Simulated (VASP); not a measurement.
An input for Ansatz (written as the equivalent of a VASP run, and not itself run):

Ansatz 0.2 input:
```yaml
crystal:
  lattice:
    - [-3.6077161, 3.6077161, 3.6077161]
    - [3.6077161, -3.6077161, 3.6077161]
    - [3.6077161, 3.6077161, -3.6077161]
  atoms:
    - { symbol: Sc, position: [0.0988170, 0.5000000, 0.0000000] }
    - { symbol: Sc, position: [0.5000000, 1.0000000, 0.5988170] }
    - { symbol: Sc, position: [0.0000000, 0.0988170, 0.5000000] }
    - { symbol: Sc, position: [0.9011830, 0.9011830, 0.9011830] }
    - { symbol: Sc, position: [0.4011830, 0.4011830, 0.4011830] }
    - { symbol: Sc, position: [0.0000000, 0.5988170, 0.5000000] }
    - { symbol: Sc, position: [0.5000000, 0.0000000, 0.0988170] }
    - { symbol: Sc, position: [0.5988170, 0.5000000, 0.0000000] }
    - { symbol: C, position: [0.8750000, 0.2500000, 0.1250000] }
    - { symbol: C, position: [0.7500000, 0.3750000, 0.6250000] }
    - { symbol: C, position: [0.6250000, 0.7500000, 0.3750000] }
    - { symbol: C, position: [0.2500000, 0.1250000, 0.8750000] }
    - { symbol: C, position: [0.1250000, 0.8750000, 0.2500000] }
    - { symbol: C, position: [0.3750000, 0.6250000, 0.7500000] }
kpoints:
  mp_grid: { grid: [4, 4, 4] }
hamiltonian:
  xc: r2scan
  pseudopotentials: { kind: paw }
scf:
  occupations: { method: gaussian, width: 0.05 }
  max_iter: 100
relax:
  max_steps: 60
  f_tol: 0.02
  cell: {}
output: { forces: true, stress: true, eigenvalues: true }
```

Task: Translate this input to VASP (INCAR, KPOINTS, POSCAR, choice of POTCAR).

Result: One answer among several that fit: 
### KPOINTS
```
Automatic mesh
0
Gamma
4 4 4
0 0 0
```

### INCAR
```
SYSTEM = Sc4C3
PREC = Accurate
ENCUT = 520
EDIFF = 1E-6
NELM = 100
ALGO = Normal
LREAL = Auto
LASPH = .TRUE.
ISMEAR = 0
SIGMA = 0.05
METAGGA = R2SCAN
LMIXTAU = .TRUE.
LMAXMIX = 4
LWAVE = .FALSE.
LCHARG = .FALSE.
IBRION = 2
ISIF = 3
NSW = 60
EDIFFG = -0.02
```

File POSCAR:
```
Sc4C3
1.0
 -3.6077160703   3.6077160703   3.6077160703
  3.6077160703  -3.6077160703   3.6077160703
  3.6077160703   3.6077160703  -3.6077160703
Sc C
8 6
Direct
  0.0988170303   0.5000000000   0.0000000000
  0.5000000000   1.0000000000   0.5988170303
  0.0000000000   0.0988170303   0.5000000000
  0.9011829697   0.9011829697   0.9011829697
  0.4011829697   0.4011829697   0.4011829697
  0.0000000000   0.5988170303   0.5000000000
  0.5000000000   0.0000000000   0.0988170303
  0.5988170303   0.5000000000   0.0000000000
  0.8750000000   0.2500000000   0.1250000000
  0.7500000000   0.3750000000   0.6250000000
  0.6250000000   0.7500000000   0.3750000000
  0.2500000000   0.1250000000   0.8750000000
  0.1250000000   0.8750000000   0.2500000000
  0.3750000000   0.6250000000   0.7500000000
```

POTCAR, in this order: Sc_sv C (PBE.64 set). Program: vasp_std.

The two are equivalent in intent, not identical: each code has its own PAW files, so the cut-off isn't converted (ENCUT is set for VASP's; basis.ecutwfc is left out, and Ansatz then takes the one that its files recommend); Ansatz stops its SCF on the density residual and VASP on the energy change (EDIFF).

The structure comes from a computed database's Sc4C3 entry (I-43d); how it stands against other phases isn't given here. It was relaxed first. The start is the result of an earlier pass.
